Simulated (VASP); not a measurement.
# MnS: magnetic orders, part 2 of 2

Wanted: the lowest of several collinear orders of MnS. The start is a cell from a database of measured crystal structures.

VASP 6.6.1, plane waves and PAW; the level of theory is named at each step.

So far, largest spin moment in the PAW sphere (μB): step 2 (magnetic order, 2 atoms, start order ferro) 4.59.

The database entry behind the starting cell differs from later determinations by our own check (an axis about 0.2 % short against later determinations), so it need not match the best structure at ambient conditions.

**3. Magnetic order, 4 atoms, start order antiferro q=(0,1/2,1/2)**

This step: PBE, DFT+U (Mn d 4 eV), spin-polarised, from moments of both signs; plane waves and PAW (Mn_pv, S) (VASP 6.6.1).

System of this step: MnS. It takes space group Fm-3m (No. 225, cubic). Conventional cell: a = 5.209 Å, b = 5.209 Å, c = 5.209 Å, α = 90.00°, β = 90.00°, γ = 90.00°. Nearest to Mn lie 6 S at 2.60 Å. Nearest to S lie 6 Mn at 2.60 Å. Farther neighbours and most contacts between anions are not listed.

File INCAR:

```
SYSTEM = MnS
PREC = Accurate
ENCUT = 350
EDIFF = 1E-06
NELM = 150
ISMEAR = -1
SIGMA = 0.1
LREAL = .FALSE.
ALGO = Normal
GGA = PE
NBANDS = 27
ISPIN = 2
MAGMOM = 4.5 -4.5 0 0
LDAU = .TRUE.
LDAUTYPE = 2
LDAUL = 2 -1
LDAUU = 4 0
LDAUJ = 0 0
LDAUPRINT = 1
LASPH = .TRUE.
LMAXMIX = 4
LORBIT = 11
LWAVE = .FALSE.
LCHARG = .TRUE.
KPAR = 4
AMIX = 0.2
BMIX = 1E-04
AMIX_MAG = 0.8
BMIX_MAG = 1E-04
```

File POSCAR:

```
MnS
1.0
    0.0000000000      2.6045000000      2.6045000000
    5.2090000000      0.0000000000      5.2090000000
    5.2090000000      2.6045000000      2.6045000000
Mn S
2 2
Direct
    0.0000000000      0.0000000000      0.0000000000
    0.0000000000      0.5000000000      0.0000000000
    0.5000000000      0.0000000000      0.5000000000
    0.5000000000      0.5000000000      0.5000000000
```

File KPOINTS:

```
Automatic mesh
0
Gamma
10 5 10
0 0 0
```

The projector-augmented-wave data sets are Mn_pv and S (PBE family, release 64).

The run is started by

```
mpirun -np 4 vasp_std
```

Output:

```text
[banner, memory and clock lines left out]
running    4 mpi-ranks, on    1 nodes
 distrk:  each k-point on    1 cores,    4 groups
 distr:  one band on    1 cores,    1 groups

 POSCAR found type information on POSCAR MnS
 POSCAR found :  2 types and       4 ions
 LDA part: xc-table for (Slater+PW92), standard interpolation
 POSCAR, INCAR and KPOINTS ok, starting setup
 FFT: planning ... GRIDC
 FFT: planning ... GRID_SOFT
 FFT: planning ... GRID
 WAVECAR not read
 entering main loop
       N       E                     dE             d eps       ncg     rms          rms(c)
DAV:   1     0.315231672464E+03    0.31523E+03   -0.17350E+04  7724   0.115E+03
DAV:   2    -0.182559636361E+01   -0.31706E+03   -0.30640E+03  7002   0.359E+02
DAV:   3    -0.247187399272E+02   -0.22893E+02   -0.22499E+02  7875   0.102E+02
DAV:   4    -0.252992068588E+02   -0.58047E+00   -0.57901E+00  8099   0.163E+01
DAV:   5    -0.253093410939E+02   -0.10134E-01   -0.10132E-01  8105   0.240E+00    0.155E+01
DAV:   6    -0.260138581469E+02   -0.70452E+00   -0.57712E+00  7773   0.237E+01    0.147E+01
DAV:   7    -0.259395319352E+02    0.74326E-01   -0.26286E+00  8887   0.159E+01    0.125E+01
DAV:   8    -0.259302779612E+02    0.92540E-02   -0.62223E-01  7179   0.527E+00    0.746E+00
DAV:   9    -0.259334728297E+02   -0.31949E-02   -0.16856E-02  7660   0.172E+00    0.437E+00
DAV:  10    -0.259336272593E+02   -0.15443E-03   -0.24928E-02  7646   0.150E+00    0.476E-01
DAV:  11    -0.259330084283E+02    0.61883E-03   -0.24999E-03  7647   0.309E-01    0.237E-01
DAV:  12    -0.259328934055E+02    0.11502E-03   -0.20008E-03  7975   0.315E-01    0.198E-01
DAV:  13    -0.259329044098E+02   -0.11004E-04   -0.12172E-04  7468   0.634E-02    0.126E-01
DAV:  14    -0.259329235396E+02   -0.19130E-04   -0.21218E-05  7705   0.541E-02    0.335E-02
DAV:  15    -0.259329328993E+02   -0.93597E-05   -0.15374E-05  7653   0.226E-02    0.108E-02
DAV:  16    -0.259329334988E+02   -0.59951E-06   -0.10276E-06  5941   0.630E-03
   1 F= -.25932933E+02 E0= -.25932832E+02  d E =-.203858E-03  mag=    -0.0000
```

It took 59 s on 4 MPI ranks of Intel Xeon 6975P-C (Granite Rapids), shared host; peak memory 1.2 GiB; 3.9 min of CPU time.

Parts of OUTCAR (step 3):

```text
  LATTYP: Found a simple tetragonal cell.
 ALAT       =     3.6833192232
 C/A-ratio  =     1.4142135624

 Subroutine GETGRP returns: Found 16 space group operations
 (whereof 16 operations were pure point group operations)

The static configuration has the point symmetry D_4h.

 Found     63 irreducible k-points:

   k-points           NKPTS =     63   k-points in BZ     NKDIM =     63   number of bands    NBANDS=     27

   dimension x,y,z NGX =    24 NGY =   48 NGZ =   40
   dimension x,y,z NGXF=    48 NGYF=   96 NGZF=   80

   ENCUT  =  350.0 eV  25.72 Ry    5.07 a.u.   5.62 11.24  9.73*2*pi/ulx,y,z

   NELECT =      38.0000    total number of electrons

atom =   1  type =  1  l = 2

 onsite density matrix

spin component  1

  0.9310  0.0000 -0.0000  0.0000 -0.0000
  0.0000  0.9331  0.0000 -0.0000 -0.0000
 -0.0000  0.0000  0.9541  0.0000  0.0001
  0.0000 -0.0000  0.0000  0.9310  0.0000
 -0.0000 -0.0000  0.0001  0.0000  0.9540

spin component  2

  0.0165 -0.0000  0.0000 -0.0000  0.0000
 -0.0000  0.0153 -0.0000  0.0000 -0.0000
  0.0000 -0.0000  0.0777 -0.0000  0.0010
 -0.0000  0.0000 -0.0000  0.0165  0.0000
  0.0000 -0.0000  0.0010  0.0000  0.0766

 occupancies and eigenvectors

  o =  0.0153  v =  0.0000  0.0000  0.0000  0.0000  0.0000  0.0000  1.0000 -0.0000 -0.0000  0.0000      0.0000  0.0000  0.0000  0.0000  0.0000  0.0000  0.0000  0.0000  0.0000  0.0000
  o =  0.0165  v =  0.0000  0.0000  0.0000  0.0000  0.0000  1.0000 -0.0000 -0.0000  0.0034 -0.0000      0.0000  0.0000  0.0000  0.0000  0.0000  0.0000  0.0000  0.0000  0.0000  0.0000
  o =  0.0165  v =  0.0000  0.0000  0.0000  0.0000  0.0000  0.0034 -0.0000  0.0000 -1.0000  0.0000      0.0000  0.0000  0.0000  0.0000  0.0000  0.0000  0.0000  0.0000  0.0000  0.0000
  o =  0.0760  v =  0.0000  0.0000  0.0000  0.0000  0.0000  0.0000  0.0000  0.5000  0.0000 -0.8660      0.0000  0.0000  0.0000  0.0000  0.0000  0.0000  0.0000  0.0000  0.0000  0.0000
  o =  0.0783  v =  0.0000  0.0000  0.0000  0.0000  0.0000 -0.0000  0.0000 -0.8660 -0.0000 -0.5000      0.0000  0.0000  0.0000  0.0000  0.0000  0.0000  0.0000  0.0000  0.0000  0.0000
  o =  0.9310  v =  0.0000  0.0000  0.0000 -1.0000  0.0000  0.0000  0.0000  0.0000  0.0000  0.0000      0.0000  0.0000  0.0000  0.0000  0.0000  0.0000  0.0000  0.0000  0.0000  0.0000
  o =  0.9310  v =  1.0000  0.0000  0.0000  0.0000  0.0000  0.0000  0.0000  0.0000  0.0000  0.0000      0.0000  0.0000  0.0000  0.0000  0.0000  0.0000  0.0000  0.0000  0.0000  0.0000
  o =  0.9331  v =  0.0000 -1.0000 -0.0000 -0.0000 -0.0000  0.0000  0.0000  0.0000  0.0000  0.0000      0.0000  0.0000  0.0000  0.0000  0.0000  0.0000  0.0000  0.0000  0.0000  0.0000
  o =  0.9539  v =  0.0000 -0.0000  0.5000  0.0000 -0.8660  0.0000  0.0000  0.0000  0.0000  0.0000      0.0000  0.0000  0.0000  0.0000  0.0000  0.0000  0.0000  0.0000  0.0000  0.0000
  o =  0.9541  v =  0.0000  0.0000 -0.8660 -0.0000 -0.5000  0.0000  0.0000  0.0000  0.0000  0.0000      0.0000  0.0000  0.0000  0.0000  0.0000  0.0000  0.0000  0.0000  0.0000  0.0000

atom =   2  type =  1  l = 2

 onsite density matrix

spin component  1

spin component  2

  0.9310  0.0000 -0.0000  0.0000  0.0000
  0.0000  0.9331  0.0000 -0.0000 -0.0000
 -0.0000  0.0000  0.9541  0.0000  0.0001
  0.0000 -0.0000  0.0000  0.9310  0.0000
  0.0000 -0.0000  0.0001  0.0000  0.9540

 occupancies and eigenvectors

  o =  0.0153  v = -0.0000 -1.0000 -0.0000  0.0000 -0.0000  0.0000  0.0000  0.0000  0.0000  0.0000      0.0000  0.0000  0.0000  0.0000  0.0000  0.0000  0.0000  0.0000  0.0000  0.0000
  o =  0.0165  v =  1.0000 -0.0000 -0.0000  0.0057 -0.0000  0.0000  0.0000  0.0000  0.0000  0.0000      0.0000  0.0000  0.0000  0.0000  0.0000  0.0000  0.0000  0.0000  0.0000  0.0000
  o =  0.0165  v =  0.0057 -0.0000 -0.0000 -1.0000 -0.0000  0.0000  0.0000  0.0000  0.0000  0.0000      0.0000  0.0000  0.0000  0.0000  0.0000  0.0000  0.0000  0.0000  0.0000  0.0000
  o =  0.0760  v = -0.0000 -0.0000  0.5000  0.0000 -0.8660  0.0000  0.0000  0.0000  0.0000  0.0000      0.0000  0.0000  0.0000  0.0000  0.0000  0.0000  0.0000  0.0000  0.0000  0.0000
  o =  0.0783  v =  0.0000 -0.0000  0.8660 -0.0000  0.5000  0.0000  0.0000  0.0000  0.0000  0.0000      0.0000  0.0000  0.0000  0.0000  0.0000  0.0000  0.0000  0.0000  0.0000  0.0000
  o =  0.9310  v =  0.0000  0.0000  0.0000  0.0000  0.0000  1.0000  0.0000  0.0000  0.0000  0.0000      0.0000  0.0000  0.0000  0.0000  0.0000  0.0000  0.0000  0.0000  0.0000  0.0000
  o =  0.9310  v =  0.0000  0.0000  0.0000  0.0000  0.0000  0.0000 -0.0000 -0.0000 -1.0000  0.0000      0.0000  0.0000  0.0000  0.0000  0.0000  0.0000  0.0000  0.0000  0.0000  0.0000
  o =  0.9331  v =  0.0000  0.0000  0.0000  0.0000  0.0000  0.0000 -1.0000  0.0000  0.0000 -0.0000      0.0000  0.0000  0.0000  0.0000  0.0000  0.0000  0.0000  0.0000  0.0000  0.0000
  o =  0.9539  v =  0.0000  0.0000  0.0000  0.0000  0.0000  0.0000  0.0000  0.5000 -0.0000 -0.8660      0.0000  0.0000  0.0000  0.0000  0.0000  0.0000  0.0000  0.0000  0.0000  0.0000
  o =  0.9541  v =  0.0000  0.0000  0.0000  0.0000  0.0000  0.0000 -0.0000 -0.8660  0.0000 -0.5000      0.0000  0.0000  0.0000  0.0000  0.0000  0.0000  0.0000  0.0000  0.0000  0.0000

 E-fermi :   7.0170

 spin component 1
 k-point     1 :       0.0000    0.0000    0.0000
  band No.  band energies     occupation
    ...
     15       3.4797      1.00000
     16       3.4797      1.00000
     17       5.0843      1.00000
     18       5.0843      1.00000
     19       5.0867      1.00000
     20       7.6293      0.00219
     21       7.8175      0.00033
     22       8.7391      0.00000
     23       9.2167      0.00000
     24       9.2168      0.00000
    ...

 k-point     2 :       0.1000    0.0000    0.0000
  band No.  band energies     occupation
    ...
     15       3.2539      1.00000
     16       3.6451      1.00000
     17       4.4162      1.00000
     18       5.0749      1.00000
     19       5.1056      1.00000
     20       7.8599      0.00022
     21       8.3345      0.00000
     22       8.9155      0.00000
     23       9.2539      0.00000
     24       9.2855      0.00000
    ...

 k-point     3 :       0.2000    0.0000    0.0000
  band No.  band energies     occupation
    ...
     15       3.1163      1.00000
     16       3.3189      1.00000
     17       3.9395      1.00000
     18       5.1660      1.00000
     19       5.2309      1.00000
     20       8.3253      0.00000
     21       9.0068      0.00000
     22       9.3274      0.00000
     23       9.5189      0.00000
     24       9.5596      0.00000
    ...

 k-point     4 :       0.3000    0.0000    0.0000
  band No.  band energies     occupation
    ...
     15       2.6444      1.00000
     16       3.4648      1.00000
     17       4.0780      1.00000
     18       5.5298      1.00000
     19       5.5553      1.00000
     20       8.8719      0.00000
     21       9.2126      0.00000
     22       9.6394      0.00000
     23      10.0710      0.00000
     24      10.1713      0.00000
    ...

  Total        1.4926203      1.4746960      1.4746960     -0.0000000     -0.0000000      0.0000000
  in kB       33.8397279     33.4333585     33.4333585     -0.0000000     -0.0000000      0.0000000
  external PRESSURE =      33.5688150 kB  Pullay stress =       0.0000000 kB

  energy-cutoff  :      350.00
  volume of cell :       70.67
      direct lattice vectors                 reciprocal lattice vectors
     0.000000000  2.604500000  2.604500000    -0.191975427  0.191975427  0.191975427
     5.209000000  0.000000000  5.209000000     0.000000000 -0.191975427  0.191975427
     5.209000000  2.604500000  2.604500000     0.191975427  0.191975427 -0.191975427

 POSITION                                       TOTAL-FORCE (eV/Angst)
 -----------------------------------------------------------------------------------
      0.00000      0.00000      0.00000        -0.000000      0.000000     -0.000000
      2.60450      0.00000      2.60450        -0.000000     -0.000000     -0.000000
      2.60450      2.60450      2.60450         0.000000     -0.000000      0.000000
      5.20900      2.60450      5.20900         0.000000     -0.000000      0.000000
 -----------------------------------------------------------------------------------
    total drift:                                0.000000     -0.000000      0.000000

  FREE ENERGIE OF THE ION-ELECTRON SYSTEM (eV)
  ---------------------------------------------------
  free  energy   TOTEN  =       -25.9329334988 eV

  energy  without entropy=      -25.9327296403  energy(sigma->0) =      -25.93283157

 total charge
# of ion       s       p       d       tot
------------------------------------------
    1        0.219   6.170   4.888  11.277
    2        0.219   6.170   4.888  11.277
    3        1.321   2.462   0.000   3.783
    4        1.321   2.462   0.000   3.783
--------------------------------------------------
tot          3.079  17.264   9.777  30.120

 magnetization (x)
# of ion       s       p       d       tot
------------------------------------------
    1        0.041   0.036   4.491   4.568
    2       -0.041  -0.036  -4.491  -4.568
    3       -0.007  -0.020   0.000  -0.027
    4        0.007   0.020   0.000   0.027
--------------------------------------------------
tot          0.000   0.000   0.000   0.000

[... 6 further parts left out ...]
```

The magnetic state follows from one typed start and may not be the lowest.

Numbers from this step:

```
electronic cycles              : 16
electrons                      : 38
free energy (TOTEN)            : -25.93 eV
energy at zero smearing        : -25.93 eV
Fermi energy                   : 7.017 eV
gap on the k-mesh              : 1.009 eV
least direct gap on the k-mesh : 2.543 eV
```

Spin moment in the PAW sphere by atom:

| atom | spin moment in the PAW sphere (μB) |
| --- | --- |
| Mn1 | 4.57 |
| Mn2 | -4.57 |
| S3 | -0.03 |
| S4 | 0.03 |

Spin density in the ac plane of the conventional cell at fractional y = 0.000, with atoms of Mn and S within 0.2 Å of it.

Ten even steps from '0' (-6.2 e/Å³) to '9' (6.0 e/Å³), each cell a mean:
```
86555555555557
55555555555555
55555555555555
55555554555555
55555444445555
55554421345555
55554410245555
55554433445555
55555444455555
55555555555555
55555555555555
65555555555556
97555555555568
```
Columns run along a (5.2 Å), rows up along c (5.2 Å), edges of the conventional cell, whose origin can differ from the input's. Atoms in or near the plane, at fractional coordinates: Mn at (0.00, 0.00), Mn at (0.50, 0.50), S at (0.50, 0.00), S at (0.00, 0.50).

Valence density in the ac plane of the conventional cell at fractional y = 0.000, with atoms of Mn and S within 0.2 Å of it. It is the smooth field of the valence electrons, not physical close to the nuclei.

Ten steps, logarithmic in the rise over the least value, from '_' (0 e/Å³) to '@' (15 e/Å³), each cell a mean:
```
@@##--..::==----==--::::++%%
**==..__..--====--::..__::++
....______..::::::..______..
::::..______......______..::
==--::..__::++++--..__..--==
--==--....++%%@@##--..::==--
__==--::::**@@@@%%==..--==--
====--....==##%%**::..::--==
----..____..----::____..::--
::..______........______....
--..____..::----::..____..::
##++::..::--======--....==##
@@%%==..--==--..==--::::**@@
```
Columns run along a (5.2 Å), rows up along c (5.2 Å), edges of the conventional cell, whose origin can differ from the input's. Atoms in or near the plane, at fractional coordinates: Mn at (0.00, 0.00), Mn at (0.50, 0.50), S at (0.50, 0.00), S at (0.00, 0.50).

The largest moment at the end is 4.57 μB, and the moments of the cell sum to 0.00 μB.

**4. Magnetic order, 4 atoms, start order antiferro q=(0,0,1/2)**

Edit INCAR of step 3 so:

```diff
@@ -23,3 +23,3 @@
 LWAVE = .FALSE.
-LCHARG = .TRUE.
+LCHARG = .FALSE.
 KPAR = 4
```

File POSCAR:

```
MnS
1.0
    0.0000000000      2.6045000000      2.6045000000
    2.6045000000      0.0000000000      2.6045000000
    5.2090000000      5.2090000000      0.0000000000
Mn S
2 2
Direct
    0.0000000000      0.0000000000      0.0000000000
    0.0000000000      0.0000000000      0.5000000000
    0.5000000000      0.5000000000      0.2500000000
    0.5000000000      0.5000000000      0.7500000000
```

File KPOINTS:

```
Automatic mesh
0
Gamma
10 10 5
0 0 0
```

The run is started by

```
mpirun -np 4 vasp_std
```

Output:

```text
[banner, memory and clock lines left out]
running    4 mpi-ranks, on    1 nodes
[...]
LDA part: xc-table for (Slater+PW92), standard interpolation
|                                                                             |
|           W    W    AA    RRRRR   N    N  II  N    N   GGGG   !!!           |
|           W    W   A  A   R    R  NN   N  II  NN   N  G    G  !!!           |
|           W    W  A    A  R    R  N N  N  II  N N  N  G       !!!           |
|           W WW W  AAAAAA  RRRRR   N  N N  II  N  N N  G  GGG   !            |
|           WW  WW  A    A  R   R   N   NN  II  N   NN  G    G                |
|           W    W  A    A  R    R  N    N  II  N    N   GGGG   !!!           |
|                                                                             |
|     Your reciprocal lattice and k-lattice belong to different lattice       |
|     classes:                                                                |
|                                                                             |
|        The reciprocal lattice is rhombohedral (trigonal),                   |
|        whereas your k-lattice is body-centered cubic.                       |
|                                                                             |
|     Results are often still useful ...                                      |
|                                                                             |

 POSCAR, INCAR and KPOINTS ok, starting setup
[...]
entering main loop
       N       E                     dE             d eps       ncg     rms          rms(c)
DAV:   1     0.314314749098E+03    0.31431E+03   -0.17408E+04  7136   0.116E+03
DAV:   2    -0.194785654539E+01   -0.31626E+03   -0.30530E+03  6434   0.359E+02
DAV:   3    -0.247622212880E+02   -0.22814E+02   -0.22489E+02  7432   0.101E+02
DAV:   4    -0.253284980524E+02   -0.56628E+00   -0.56489E+00  7325   0.161E+01
[...]
DAV:  14    -0.260044447939E+02   -0.20717E-04   -0.59044E-05  7165   0.113E-01    0.385E-02
DAV:  15    -0.260044490864E+02   -0.42925E-05   -0.23724E-05  7564   0.320E-02    0.143E-02
DAV:  16    -0.260044486504E+02    0.43596E-06   -0.17338E-06  4878   0.864E-03
   1 F= -.26004449E+02 E0= -.26004448E+02  d E =-.142813E-05  mag=     0.0000
```

Wall time 35 s (4 MPI ranks); peak memory 0.94 GiB.

From OUTCAR (step 4):

```text
  Total        1.0613694      1.0613694      1.0613694     -0.0807629      0.0807629      0.0807629
  in kB       24.0626849     24.0626849     24.0626849     -1.8310050      1.8310050      1.8310050
  external PRESSURE =      24.0626849 kB  Pullay stress =       0.0000000 kB

 POSITION                                       TOTAL-FORCE (eV/Angst)
 -----------------------------------------------------------------------------------
      0.00000      0.00000      0.00000         0.000000      0.000000     -0.000000
      2.60450      2.60450      0.00000        -0.000000     -0.000000     -0.000000
      2.60450      2.60450      2.60450         0.000000      0.000000      0.000000
      5.20900      5.20900      2.60450        -0.000000     -0.000000      0.000000
 -----------------------------------------------------------------------------------
    total drift:                                0.000000      0.000000     -0.000000

  FREE ENERGIE OF THE ION-ELECTRON SYSTEM (eV)
  ---------------------------------------------------
  free  energy   TOTEN  =       -26.0044486504 eV

  energy  without entropy=      -26.0044472223  energy(sigma->0) =      -26.00444794

 magnetization (x)
# of ion       s       p       d       tot
------------------------------------------
    1        0.025   0.021   4.461   4.507
    2       -0.025  -0.021  -4.461  -4.507
    3        0.000   0.000   0.000   0.000
    4        0.000   0.000   0.000   0.000
--------------------------------------------------
tot          0.000   0.000  -0.000  -0.000

[... 3 further parts left out ...]
[key lines of the parts left out:]
E-fermi :   6.9109
```

Spin moment in the PAW sphere by atom:

```csv
atom,spin moment in the PAW sphere (μB)
Mn1,4.51
Mn2,-4.51
S3,0.00
S4,0.00
```

The largest moment at the end is 4.51 μB, and the moments of the cell sum to 0.00 μB.

**5. Summary**

This step: collinear magnetic orders, PBE, DFT+U (Mn d 4 eV); plane waves and PAW (VASP 6.6.1).

Derived from the runs above.

This step gave:

| Item | Value |
| --- | --- |
| mean moment in the lowest run | 4.507 μB |

Orders, by row:

| order | signs | energy above the lowest (meV/magnetic atom) | total moment (μB) | mean moment on carriers (μB) | gap on the mesh (eV) | signs at the end, of the atoms given a moment |
| --- | --- | --- | --- | --- | --- | --- |
| ferro | + | 56.79 | 4.998 | 4.591 | 0.5617 | + |
| antiferro q=(0,1/2,1/2) | +- | 35.81 | 0 | 4.568 | 1.009 | +- |
| antiferro q=(0,0,1/2) | +- | 0 | 0 | 4.507 | 2.304 | +- |

**6. What came out**

```yaml
lowest_order: antiferro q=(0,0,1/2)
mean_moment_in_the_lowest_run: 4.51 μB
```

The lowest run started as antiferro q=(0,0,1/2) and holds 4.51 μB on average over the atoms that were given a moment; the next state, from antiferro q=(0,1/2,1/2), lies 35.8 meV a magnetic atom higher. It ends with the signs +- and a net moment of 0.00 μB a cell: opposed moments that cancel. The cell was not relaxed for each state; their pressures run from 2.4 to 4.0 GPa, which can move the order. Only these collinear orders were tried, and their comparison leaves spin-orbit coupling out.

[Lines on the potential files, build, host, timing and source positions are cut from VASP's logs without a mark.]

[Logs are printed without paths, hosts, clocks, repeated set-up lines and the standing remarks that a program may print on its own settings, such as how far it seeks lower states.]

[Hosts, paths, dates, database ids (printed as entryN), source tags and the programs' standing remarks are cut or masked in the printed files.]

[Runs that stopped without an error message from VASP are left out.]
